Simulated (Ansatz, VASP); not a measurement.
# Cross-check of TaN between VASP and Ansatz

Wanted: the spread between two codes on one cell, functional and k mesh. The cell is taken from a series of runs on this material, whose earlier steps may have relaxed, scaled, displaced or heated it; both programs get it as it stands.

Main program and level: Ansatz 0.2.0; plane waves, with VASP 6.6.1 beside it; relaxation of cell and atoms at PBE.

**1. Set-up**

It takes space group Fm-3m (No. 225, cubic). Conventional cell: a = 4.418 Å, b = 4.418 Å, c = 4.418 Å, α = 90.00°, β = 90.00°, γ = 90.00°. Ta has 6 N at 2.21 Å nearest. Nearest to N lie 6 Ta at 2.21 Å. Farther neighbours and most contacts between anions are not listed.

**2. Ansatz: relaxation of cell and atoms, PBE**

Ansatz runs on its PAW soft_1 files.

The relaxed volume is the usual yardstick between codes: in a stiff, nearly cubic crystal its relative difference is about their pressure difference at one cell divided by the bulk modulus.

input.yaml reads:

```yaml
crystal:
  lattice:
    - [0.0, 2.2088091551, 2.2088091551]
    - [2.2088091551, 0.0, 2.2088091551]
    - [2.2088091551, 2.2088091551, 0.0]
  atoms:
    - { symbol: Ta, position: [0.5, 0.5, 0.5] }
    - { symbol: "N", position: [0.0, 0.0, 0.0] }
kpoints:
  mp_grid: { grid: [12, 12, 12] }
hamiltonian:
  xc: pbe
  pseudopotentials: { kind: paw, azcp: { folder: soft_1 } }
scf:
  occupations: { method: gaussian, width: 0.1 }
output:
  forces: true
  stress: true
  eigenvalues: true
relax:
  adjacent_minimum: "off"
  f_tol: 0.005
  max_steps: 80
  cell: { stress_tol: 0.05 }
```

Run with:

```sh
$ ansatz run input.yaml --threads 8 --pin off --max-ram 20480MiB --backend cpu --events-out ev --progress --plain --runs-dir out
```

Numbers of over 12 decimals in the logs are rounded to 6 here.

What it wrote:

```text
Engine: ansatz 0.2.0, aarch64-unknown-linux-gnu
Pseudopotentials: kind: paw
Pseudopotential: Ta, paw, valence charge 13, recommended cutoff 420 eV (normal), soft_1/Ta.paw.azcp
Pseudopotential: N, paw, valence charge 5, recommended cutoff 420 eV (normal), soft_1/N.paw.azcp
Functional definition: PBE
  parameter kappa = 0.804
  parameter beta = 0.066725
  exchange = pbe_x(kappa = kappa, mu = beta*pi^2/3)
  correlation = pbe_c(beta = beta)
Crystal: 2 atoms, lattice volume = 21.553 Å³
Basis set: ecut = 420 eV, 411 PW (Γ), exchange–correlation on 48×48×48 points (8 copies of the dense FFT grid, shifted against one another)
Bands: 13, of which v1, the nominal top of the filled ones, is band 9 counted from 1 (8 counted from 0)
Symmetry: 48 space group operations
Space group: Fm-3m (ITA 225), of the structure as read, at distance tolerance 2.8e-5 Å
k-points: 72 of 1728
Non-local potential: Ta, projectors of the file, l = 0: 3, l = 1: 2, l = 2: 2, l = 3: 1
Non-local potential: N, projectors of the file, l = 0: 2, l = 1: 2, l = 2: 1
PAW form: soft (Blöchl's): semilocal exchange-correlation on the pseudo side does not see the compensation charge
PAW one-centre angular grid: Ta, 590 points (default); XC on 64 Gauss nodes
PAW one-centre angular grid: N, 110 points (default); XC on 64 Gauss nodes
Initial density: superposition of atomic densities (chi_scale 0.1, normalization cell, long waves kept (reshape's long-wave potential 0.00 eV rms))
Initial wavefunctions: pseudopotential atomic-orbital guess
Functional: x = pbe(κ = 0.804, μ = 0.219515), c = pbe(β = 0.066725)
SCF iter   1: F=—  HF=-10319.037858 eV  |F-HF|=—  |Δ(HF+E_count)|=         —  Δρ=5.38e-2  dr2=6.68e-1  ethr=3.10e-3  ⟨swp⟩=5.1  Hψ=9794  notcnv=0
automatic band count: the SCF goes on with 17 bands, as 13 were too few: the levels above may hold too much charge
preconditioner: auto → none  [metal: Δε(μ)=0.083 eV  Ē_g=15.704 eV  σ=0.100 eV  W_gap=0.42  n_scr=8 (ndim 8)  ℏωp=25.3 eV  f_vac=0.000  D(μ)=0.98/eV (n_scr^D=14)  sad-step TF]
SCF iter   2: F=—  HF=-10318.993424 eV  |F-HF|=—  |Δ(HF+E_count)|=   4.44e-2  Δρ=3.86e-2  dr2=3.82e-1  ethr=3.10e-3  ⟨swp⟩=1.0  Hψ=1800  notcnv=0
SCF iter   3: F=—  HF=-10318.911571 eV  |F-HF|=—  |Δ(HF+E_count)|=   8.19e-2  Δρ=3.31e-3  dr2=5.31e-4  ethr=2.12e-3  ⟨swp⟩=2.5  Hψ=1691  notcnv=0  defer=2
SCF iter   4: F=—  HF=-10318.912157 eV  |F-HF|=—  |Δ(HF+E_count)|=   5.86e-4  Δρ=6.16e-4  dr2=1.03e-4  ethr=2.95e-6  ⟨swp⟩=2.8  Hψ=2357  notcnv=0  defer=150
SCF iter   5: F=—  HF=-10318.912139 eV  |F-HF|=—  |Δ(HF+E_count)|=   1.81e-5  Δρ=5.88e-5  dr2=4.48e-7  ethr=5.73e-7  ⟨swp⟩=2.4  Hψ=1463  notcnv=0  defer=150
SCF iter   6: F=—  HF=-10318.912132 eV  |F-HF|=—  |Δ(HF+E_count)|=   6.80e-6  Δρ=6.62e-6  dr2=5.57e-9  ethr=5.56e-10  ⟨swp⟩=8.3  Hψ=5776  notcnv=0
SCF iter   7: F=-10318.912132 eV  HF=-10318.912132 eV  |F-HF|=6.00e-11  |Δ(HF+E_count)|=  5.64e-11  Δρ=1.14e-6  dr2=1.49e-10  ethr=3.10e-11  ⟨swp⟩=2.0  Hψ=3197  notcnv=0
SCF 1 converged in 7 iterations: F = -10318.912132 eV  dr2 = 1.49e-10
  greatest PAW one-centre occupation: 0.999 electrons in one spin orbital (limit 2), on the Ta atom at site 0 (counted from 0), in its partial waves of l = 0
relax step   1: F+E_penalty+E_count = -10318.91213211 eV  Δ(F+E_penalty+E_count) = +0.000e0 eV  max|allowed force component| = 1.558e-29 eV/Å  Δτ_max = 0.0000 Å  P = -0.307 GPa  Ω = 21.553 Å³  (7 SCF iters, dr2 threshold 1.00e-7 eV, accepted)
[...]
relax step   2: F+E_penalty+E_count = -10318.91219832 eV  Δ(F+E_penalty+E_count) = -6.620e-5 eV  max|allowed force component| = 8.480e-30 eV/Å  Δτ_max = 0.0000 Å  P = +0.132 GPa  Ω = 21.524 Å³  energy of the carried Pulay correction = +5.058e-5 eV  (6 SCF iters, dr2 threshold 2.00e-7 eV, accepted)
[...]
relax step   3: F+E_penalty+E_count = -10318.91218665 eV  Δ(F+E_penalty+E_count) = +1.167e-5 eV  max|allowed force component| = 9.105e-30 eV/Å  Δτ_max = 0.0000 Å  P = -0.000 GPa  Ω = 21.533 Å³  energy of the carried Pulay correction = +3.541e-5 eV  (6 SCF iters, dr2 threshold 4.33e-8 eV, accepted)
[...]
relax step   4: F+E_penalty+E_count = -10318.91214833 eV  Δ(F+E_penalty+E_count) = +3.832e-5 eV  max|allowed force component| = 1.203e-29 eV/Å  Δτ_max = 0.0000 Å  P = -0.003 GPa  Ω = 21.533 Å³  stress off target by 2.72e-3 GPa  SCF on the basis re-selected at this cell (its energy is not comparable with the rows above)  (7 SCF iters)
basis re-selected at this cell: Δ(F+E_penalty+E_count) = +3.832e-5 eV, ΔP = -0.003 GPa vs the last step (what re-selecting the basis moved, of the pressure what is left beyond the Pulay correction that the steps carried, after the strain that the cell walked since its last selection, with what the two solves' SCF thresholds leave and, on support functions, any second-order correction that the steps lacked; it is no m [...]
SCF converged after 7 iterations
Free energy (F): -10318.912148 eV
Harris-Foulkes:  -10318.912148 eV  (|F-HF|=1.82e-12)
Internal energy: -10318.906141 eV  (E = F + TS)
E sigma→0 (E₀):  -10318.909145 eV
Entropy (-TS):   -0.006007 eV (-3.004 meV/atom)
Fermi energy:    21.255477 eV
--- Per-component energies (eV) ---
  E_band       = -50.882347
  E_kinetic    = 524.376981
  E_local      = -577.936847  (includes V_loc(G=0)·N_el)
  E_nonlocal   = 23.924591
  E_hartree    = 206.217917
  E_xc         = -381.688282
  E_vxc        = -310.454212  (∫ρ·V_xc dr)
  E_paw        = -8432.752810  (= ΣΔE_a)
  E_vpaw       = -123.229675  (= ΣTr[D̂ρ^β])
  E_aug_tail   = 0.000981  (compensation charges beyond the density's cutoff)
  E_ewald      = -1681.048671
  E_smearing   = -0.006007  (= −TS)
  E_closure    = 0.000000  (closes the sum)
  Σ components = -10318.912148   (vs F -10318.912148, Δ=0.00e0)
--- Forces (eV/Å), atoms counted from 1 ---
  atom   1  Ta     0.00000000    -0.00000000     0.00000000
  atom   2  N     -0.00000000     0.00000000     0.00000000
  max |Σ_I F_I| component: 2.22e-29 eV/Å
--- Stress (GPa, compression-positive) ---
       -0.002725      -0.000000      -0.000000
       -0.000000      -0.002725      -0.000000
       -0.000000      -0.000000      -0.002725
  P = ⅓ Tr σ = -0.0027 GPa (-0.027 kbar)
--- Band table (eV; the first three rows and the last of 72) ---
  k-point 0: bands = [... 5 lower, 17.4896, 17.4896, 17.4896, 19.2413, 19.2413, 19.2413, 21.3821, 21.3821, ... 4 higher]
  k-point 1: bands = [... 5 lower, 16.6765, 16.9507, 16.9507, 19.4971, 19.4971, 19.5650, 22.0289, 22.0289, ... 4 higher]
  k-point 2: bands = [... 5 lower, 15.2032, 15.9794, 15.9794, 19.9894, 20.0839, 20.0839, 23.4673, 23.4673, ... 4 higher]
  k-point 71: bands = [... 5 lower, 13.9174, 14.5651, 14.5651, 21.1127, 21.1127, 24.8130, 25.2721, 25.7588, ... 4 higher]
--- Relaxed structure (3 steps of the walk, 3 accepted, 1 SCFs on fresh bases) ---
  F+E_penalty+E_count = -10318.91214833 eV   max|allowed force component| = 1.203e-29 eV/Å   (the final SCF, on the basis selected at the relaxed cell)
  cell:  # Å, volume = 21.5329 Å³
    - [0, 2.208128, 2.208128]
    - [2.208128, 0, 2.208128]
    - [2.208128, 2.208128, 0]
  atoms:
    - { symbol: Ta, position: [0.5, 0.5, 0.5] }
    - { symbol: N, position: [0, 0, 0] }
```

In the SCF lines HF is the Harris–Foulkes energy and dr2 the Hartree energy of the density residual, in eV; the loop may stop once dr2 is under the threshold and the program's other checks hold. Hψ counts applications of the Hamiltonian.

**3. VASP: relaxation of cell and atoms, PBE**

The same cell, functional, mesh and smearing now go to VASP, with its own data sets.

Lines of VASP's logs that name or quote its potential files are left out, and so is its time.

INCAR reads:

```
SYSTEM = TaN
PREC = Accurate
ENCUT = 600
EDIFF = 1E-07
NELM = 120
ISMEAR = 0
SIGMA = 0.1
LREAL = .FALSE.
ALGO = Normal
GGA = PE
NBANDS = 14
LASPH = .TRUE.
LORBIT = 11
LWAVE = .FALSE.
LCHARG = .FALSE.
ISIF = 3
IBRION = 2
NSW = 80
EDIFFG = -0.005
GGA_COMPAT = .FALSE.
NELMIN = 4
```

POSCAR reads:

```
TaN
1.0
    0.0000000000      2.2088090000      2.2088090000
    2.2088090000      0.0000000000      2.2088090000
    2.2088090000      2.2088090000      0.0000000000
Ta N
1 1
Direct
    0.5000000000      0.5000000000      0.5000000000
    0.0000000000      0.0000000000      0.0000000000
```

KPOINTS reads:

```
Automatic mesh
0
Gamma
12 12 12
0 0 0
```

PAW data sets: Ta_pv and N (PBE family, release 64).

Run with:

```sh
$ mpirun -np 1 vasp_std
```

What it wrote:

```text
[banner, memory and clock lines left out]
running    1 mpi-ranks, on    1 nodes
 distrk:  each k-point on    1 cores,    1 groups
 distr:  one band on    1 cores,    1 groups

 POSCAR found type information on POSCAR TaN
 POSCAR found :  2 types and       2 ions
 LDA part: xc-table for (Slater+PW92), standard interpolation
 POSCAR, INCAR and KPOINTS ok, starting setup
 FFT: planning ... GRIDC
 FFT: planning ... GRID_SOFT
 FFT: planning ... GRID
 WAVECAR not read
 entering main loop
       N       E                     dE             d eps       ncg     rms          rms(c)
DAV:   1     0.975507741193E+02    0.97551E+02   -0.96608E+03  2016   0.135E+03
DAV:   2    -0.213949619101E+02   -0.11895E+03   -0.11173E+03  2436   0.344E+02
DAV:   3    -0.248478726338E+02   -0.34529E+01   -0.33825E+01  2340   0.553E+01
DAV:   4    -0.248673727964E+02   -0.19500E-01   -0.19492E-01  2354   0.421E+00
DAV:   5    -0.248674969632E+02   -0.12417E-03   -0.12416E-03  2342   0.316E-01    0.234E+01
DAV:   6    -0.219479985249E+02    0.29195E+01   -0.66093E+00  2322   0.291E+01    0.956E+00
DAV:   7    -0.218626290137E+02    0.85370E-01   -0.44092E-01  2292   0.646E+00    0.681E+00
DAV:   8    -0.218330845232E+02    0.29544E-01   -0.14335E-01  2364   0.363E+00    0.168E+00
DAV:   9    -0.218277224351E+02    0.53621E-02   -0.14604E-02  2298   0.111E+00    0.343E-01
DAV:  10    -0.218276767166E+02    0.45719E-04   -0.43532E-04  2608   0.265E-01    0.133E-01
DAV:  11    -0.218276431571E+02    0.33560E-04   -0.54465E-05  2364   0.730E-02    0.180E-02
DAV:  12    -0.218276435256E+02   -0.36855E-06   -0.32204E-06  2502   0.194E-02    0.253E-03
DAV:  13    -0.218276432927E+02    0.23298E-06   -0.55411E-08  1500   0.244E-03    0.131E-03
DAV:  14    -0.218276432843E+02    0.83598E-08   -0.80592E-09  1224   0.100E-03
   1 F= -.21827643E+02 E0= -.21824610E+02  d E =-.218276E+02
 curvature:   0.00 expect dE= 0.000E+00 dE for cont linesearch  0.000E+00
 trial: gam= 0.00000 g(F)=  0.170E-61 g(S)=  0.449E-03 ort = 0.000E+00 (trialstep = 0.100E+01)
 search vector abs. value=  0.449E-03
 bond charge predicted
       N       E                     dE             d eps       ncg     rms          rms(c)
DAV:   1    -0.218295880476E+02   -0.19448E-02   -0.71868E-02  2100   0.310E+00    0.520E-01
DAV:   2    -0.218278267593E+02    0.17613E-02   -0.20944E-03  2304   0.472E-01    0.211E-01
DAV:   3    -0.218273631640E+02    0.46360E-03   -0.12678E-03  2310   0.368E-01    0.388E-02
DAV:   4    -0.218273643364E+02   -0.11724E-05   -0.10686E-05  2518   0.374E-02    0.215E-02
DAV:   5    -0.218273635473E+02    0.78910E-06   -0.29708E-06  2790   0.177E-02    0.404E-03
DAV:   6    -0.218273632615E+02    0.28575E-06   -0.13238E-07  2314   0.376E-03    0.127E-03
DAV:   7    -0.218273633522E+02   -0.90639E-07   -0.55184E-09  1434   0.763E-04
   2 F= -.21827363E+02 E0= -.21824308E+02  d E =0.279932E-03
 trial-energy change:    0.000280  1 .order    0.000272   -0.000449    0.000992
 step:   0.3041(harm=  0.3116)  dis= 0.00000  next Energy=   -21.827711 (dE=-0.680E-04)
 bond charge predicted
       N       E                     dE             d eps       ncg     rms          rms(c)
DAV:   1    -0.218287793534E+02   -0.14161E-02   -0.34684E-02  2088   0.215E+00    0.363E-01
DAV:   2    -0.218279267974E+02    0.85256E-03   -0.10168E-03  2316   0.330E-01    0.146E-01
DAV:   3    -0.218277050454E+02    0.22175E-03   -0.60877E-04  2310   0.256E-01    0.273E-02
DAV:   4    -0.218277076614E+02   -0.26159E-05   -0.51997E-06  2534   0.261E-02    0.152E-02
DAV:   5    -0.218277103786E+02   -0.27172E-05   -0.14512E-06  2784   0.124E-02    0.279E-03
DAV:   6    -0.218277106636E+02   -0.28494E-06   -0.55507E-08  1762   0.261E-03    0.815E-04
DAV:   7    -0.218277105929E+02    0.70655E-07   -0.81180E-09  1260   0.987E-04
   3 F= -.21827711E+02 E0= -.21824671E+02  d E =-.673086E-04
 curvature:  -0.16 expect dE=-0.194E-07 dE for cont linesearch -0.194E-07
 trial: gam=-0.01638 g(F)=  0.165E-63 g(S)=  0.125E-06 ort = 0.748E-05 (trialstep = 0.861E+00)
 search vector abs. value=  0.135E-09
 reached required accuracy - stopping structural energy minimisation
```

OUTCAR, selected parts (step 3):

```text
ion  position               nearest neighbor table
   1  0.500  0.500  0.500-   2 2.21   2 2.21   2 2.21   2 2.21   2 2.21   2 2.21
   2  0.000  0.000  0.000-   1 2.21   1 2.21   1 2.21   1 2.21   1 2.21   1 2.21

  LATTYP: Found a face centered cubic cell.
 ALAT       =     4.4176180000

 Subroutine GETGRP returns: Found 48 space group operations
 (whereof 48 operations were pure point group operations)

The static configuration has the point symmetry O_h .

 Found     72 irreducible k-points:

   k-points           NKPTS =     72   k-points in BZ     NKDIM =     72   number of bands    NBANDS=     14

   dimension x,y,z NGX =    28 NGY =   28 NGZ =   28
   dimension x,y,z NGXF=    56 NGYF=   56 NGZF=   56

   ENCUT  =  600.0 eV  44.10 Ry    6.64 a.u.   6.24  6.24  6.24*2*pi/ulx,y,z

   NELECT =      16.0000    total number of electrons

 k-points in reciprocal lattice and weights: Automatic mesh
   0.00000000  0.00000000  0.00000000       0.001
   0.08333333  0.00000000  0.00000000       0.005
   0.16666667  0.00000000  0.00000000       0.005
   0.25000000  0.00000000  0.00000000       0.005
   0.33333333  0.00000000  0.00000000       0.005
   0.41666667  0.00000000  0.00000000       0.005
   0.50000000  0.00000000  0.00000000       0.002
   0.08333333  0.08333333  0.00000000       0.003
   0.16666667  0.08333333  0.00000000       0.014
[...]
-0.33333333  0.50000000  0.16666667       0.007
  -0.25000000  0.50000000  0.25000000       0.003

 average (electrostatic) potential at core
       1 -35.0368       2 -61.3992

 E-fermi :   9.3293

 k-point     1 :       0.0000    0.0000    0.0000
  band No.  band energies     occupation
    ...
      6       5.5884      2.00000
      7       5.5884      2.00000
      8       7.3105      2.00000
      9       7.3105      2.00000
     10       7.3105      2.00000
     11       9.4349      0.13520
     12       9.4349      0.13520
     13      10.7618      0.00000
     14      18.7737      0.00000

 k-point     2 :       0.0833    0.0000    0.0000
  band No.  band energies     occupation
    ...
      6       5.0449      2.00000
      7       5.0449      2.00000
      8       7.5668      2.00000
      9       7.5668      2.00000
     10       7.6395      2.00000
     11      10.0853      0.00000
     12      10.0853      0.00000
     13      11.2680      0.00000
     14      19.2794      0.00000

 k-point     3 :       0.1667    0.0000    0.0000
  band No.  band energies     occupation
    ...
      6       4.0707      2.00000
      7       4.0707      2.00000
      8       8.0673      2.00000
      9       8.1521      2.00000
     10       8.1521      2.00000
     11      11.5257      0.00000
     12      11.5257      0.00000
     13      12.4216      0.00000
     14      20.5678      0.00000

  Total        0.0013121      0.0013121      0.0013121     -0.0000000      0.0000000      0.0000000
  in kB        0.0973696      0.0973696      0.0973696     -0.0000000      0.0000000      0.0000000
  external PRESSURE =       0.0973696 kB  Pullay stress =       0.0000000 kB

  energy-cutoff  :      600.00
  volume of cell :       21.59
      direct lattice vectors                 reciprocal lattice vectors
    -0.000000000  2.210085307  2.210085307    -0.226235611  0.226235611  0.226235611
     2.210085307  0.000000000  2.210085307     0.226235611 -0.226235611  0.226235611
     2.210085307  2.210085307 -0.000000000     0.226235611  0.226235611 -0.226235611

 POSITION                                       TOTAL-FORCE (eV/Angst)
 -----------------------------------------------------------------------------------
      2.21009      2.21009      2.21009        -0.000000     -0.000000     -0.000000
      0.00000      0.00000     -0.00000         0.000000      0.000000      0.000000
 -----------------------------------------------------------------------------------
    total drift:                                0.000000      0.000000      0.000000

  FREE ENERGIE OF THE ION-ELECTRON SYSTEM (eV)
  ---------------------------------------------------
  free  energy   TOTEN  =       -21.8277105929 eV

  energy  without entropy=      -21.8216304763  energy(sigma->0) =      -21.82467053

 reached required accuracy - stopping structural energy minimisation

 total charge
# of ion       s       p       d       tot
------------------------------------------
    1        0.269   6.213   2.428   8.910
    2        1.226   2.521   0.000   3.746
--------------------------------------------------
tot          1.495   8.733   2.428  12.657

[... 3 further parts left out ...]
```

CONTCAR:

```
TaN
   1.00000000000000
    -0.0000000000000000    2.2100853071116884    2.2100853071116884
     2.2100853071116884    0.0000000000000000    2.2100853071116884
     2.2100853071116884    2.2100853071116884   -0.0000000000000000
  Ta              N
     1     1
Direct
     0.5000000000000000    0.5000000000000000    0.5000000000000000
     0.0000000000000000    0.0000000000000000    0.0000000000000000
```

**4. Comparison**

Known differences besides the potentials themselves: the data sets hold 18 valence electrons in Ansatz (on its PAW soft_1 files) and 16 in VASP; the cutoff is 420 eV in Ansatz and 600 eV in VASP; Ansatz adds a Pulay correction to the stress that steers its cell, VASP none. Total energies have different zeros and are not compared.

Both answers:

| quantity | Ansatz | VASP | difference |
| --- | --- | --- | --- |
| volume (Å³) | 21.53 | 21.59 | -0.27 % |
| edge a after relaxation, in the typed setting (Å) | 3.123 | 3.126 | -0.09 % |

**5. Outcome**

| Item | Value |
| --- | --- |
| difference in volume (relaxation of cell and atoms, PBE) | -0.27 % |

In words: The difference in volume is -0.27 % (relaxation of cell and atoms, PBE), within the 1.2 % picked in this series as the mark of a large difference, as far as the stopping tolerances let one tell. The data sets hold unlike numbers of valence electrons (18 in Ansatz and 16 in VASP), so part of the differences comes from the potentials. How closely two codes agree says nothing of how well the functional describes the real material.

[Lines on the potential files, build, host, timing and source positions are cut from VASP's logs without a mark.]

[Logs are printed without paths, hosts, clocks, repeated set-up lines and the standing remarks that a program may print on its own settings, such as how far it seeks lower states.]

[Hosts, paths, dates, database ids (printed as entryN), source tags and the programs' standing remarks are cut or masked in the printed files.]
